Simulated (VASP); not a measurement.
Runs of VASP 6.6.1 on MoS2. The structure is hexagonal, space group P6_3/mmc (No. 194). Conventional cell: a = 3.161 Å, b = 3.161 Å, c = 12.910 Å, α = 90.00°, β = 90.00°, γ = 120.00°. Mo (site symmetry -6m2) is surrounded by 6 S at 2.40 Å. S (site symmetry 3m) is surrounded by 3 Mo at 2.40 Å. The cell was built by a generator and needn't be a form met in nature.

| level | gap on the mesh (eV) | pressure (GPa) | largest force (eV/Å) |
| --- | --- | --- | --- |
| PBE+D3(BJ) | 1.24 | -1.5 | 0.04 |
| SCAN+rVV10 | 1.34 | -0.7 | 0.11 |
| PBE | 1.24 | 2.1 | (c) |
| rev-vdW-DF2 | (a) | 0.5 | 0.18 |
| vdW-DF | 1.26 | 7.3 | 0.58 |
| optB88-vdW | 1.21 | 2.8 | (b) |
| PBE+TS | 1.24 | -0.7 | 0.03 |

Alike in all rows: task single point; potentials or basis VASP PAW PBE potentials, release 64 (Mo_sv, S); no spin polarisation; cell as given; k mesh 8 × 8 × 2; cutoff (eV) 520; smearing fermi-dirac 0.05 eV.

Estimate the missing entries.

(a) 1.20; (b) 0.34; (c) 0.05.

Caveats: the PAW data sets were made with another functional, which shifts forces and pressure a little (some runs); this functional lacks dispersion, which binds the layers, so the pressure and a relaxed spacing across them are unreliable (some runs).

A k mesh can miss the band edges, and the runs leave out spin-orbit coupling on Mo.
